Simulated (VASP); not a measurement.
Input:

```
RbBr
1.0
    0.00000     3.60738     3.60738
    3.60738     0.00000     3.60738
    3.60738     3.60738     0.00000
Rb Br
1 1
Direct
  0.00000   0.00000   0.00000
  0.50000   0.50000   0.50000
```

These are revPBE GGA, VASP's PBE PAW potentials (set 64) (plane waves; VASP) values and carry that method's errors. Run with 520 eV cut-off, Gaussian smearing of 0.050 eV, potentials Rb_sv Br.

### Question
Give the energies of bands 6 to 11 at the high-symmetry points, in eV from the valence-band maximum.

### Answer

```json
[
 {"band": "6", "Γ": "0.00", "X": "-0.40", "U": "-0.36", "L": "-0.71", "W": "-0.34"},
 {"band": "7", "Γ": "0.00", "X": "-0.14", "U": "-0.34", "L": "-0.23", "W": "-0.29"},
 {"band": "8", "Γ": "0.00", "X": "-0.14", "U": "-0.19", "L": "-0.23", "W": "-0.29"},
 {"band": "9", "Γ": "4.29", "X": "5.95", "U": "6.52", "L": "6.69", "W": "7.13"},
 {"band": "10", "Γ": "7.37", "X": "6.78", "U": "7.62", "L": "7.40", "W": "7.13"},
 {"band": "11", "Γ": "7.37", "X": "8.74", "U": "7.96", "L": "9.15", "W": "7.82"}
]
```

The gap is direct, 4.29 eV, from the valence maximum at Γ to the conduction minimum at Γ.

Measured: gap 7.20 eV (computed value off by -2.91 eV), as given by Aguado et al., (1998), arXiv:cond-mat/9809176.

The compound is RbBr in the rock salt structure. It was relaxed first, which changed the volume by +15 %.
